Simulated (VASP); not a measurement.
A convergence study with VASP on CdS (zinc blende): a few settings are varied, all else stays as given below, so the limit is that of these other settings. The cell's lengths are 1 % over those of the tabulated start and one atom is moved, so it is off equilibrium.

```xyz
2
Lattice="0.0000 2.9391 2.9391 2.9391 0.0000 2.9391 2.9391 2.9391 0.0000" Properties=species:S:1:pos:R:3 pbc="T T T"
Cd     0.0000     0.0000     0.0000
S      1.5301     1.4695     1.4695
```

All values below come from LDA (Ceperley-Alder, Perdew-Zunger), VASP's LDA PAW potentials (set 64) (plane waves; VASP 6.6.1). The last row used: 900 eV cut-off, 7×7×7 Γ-centred mesh, Gaussian smearing of 0.050 eV, potentials Cd S_h.

Gaps are read on the run's mesh, which can miss a band edge. Energies of different potentials or hybrids have different zeros.

```csv
setting,E (eV/atom),pressure (GPa),gap on the mesh (eV),plane waves
"ENCUT = 300, POTCAR Cd S",-3.6824,-3.32,0.820,612
"ENCUT = 400, POTCAR Cd S",-3.6839,-3.59,0.825,941
"ENCUT = 520, POTCAR Cd S",-3.6849,-3.19,0.826,1383
"ENCUT = 700, POTCAR Cd S",-3.6849,-3.18,0.827,2145
"ENCUT = 900, POTCAR Cd S",-3.6849,-3.18,0.827,3128
"ENCUT = 300, POTCAR Cd_sv_GW S",-3.3715,-55.96,0.802,612
"ENCUT = 400, POTCAR Cd_sv_GW S",-3.6909,-3.84,0.817,941
"ENCUT = 520, POTCAR Cd_sv_GW S",-3.6998,-4.72,0.820,1383
"ENCUT = 700, POTCAR Cd_sv_GW S",-3.7028,-3.52,0.821,2145
"ENCUT = 900, POTCAR Cd_sv_GW S",-3.7026,-3.58,0.821,3128
"ENCUT = 300, POTCAR Cd S_h",-3.6802,-3.40,0.815,612
"ENCUT = 400, POTCAR Cd S_h",-3.6816,-3.70,0.824,941
"ENCUT = 520, POTCAR Cd S_h",-3.6835,-3.18,0.825,1383
"ENCUT = 700, POTCAR Cd S_h",-3.6837,-3.15,0.826,2145
"ENCUT = 900, POTCAR Cd S_h",-3.6837,-3.15,0.825,3128
```

Left out are rungs that failed or repeat a setting and relaxations that didn't move; long series are thinned to 24 rows.

The compound is CdS in the zinc blende structure, a metastable form; wurtzite is the usual one. The cell was not relaxed at this level, it is distorted from the ideal structure.
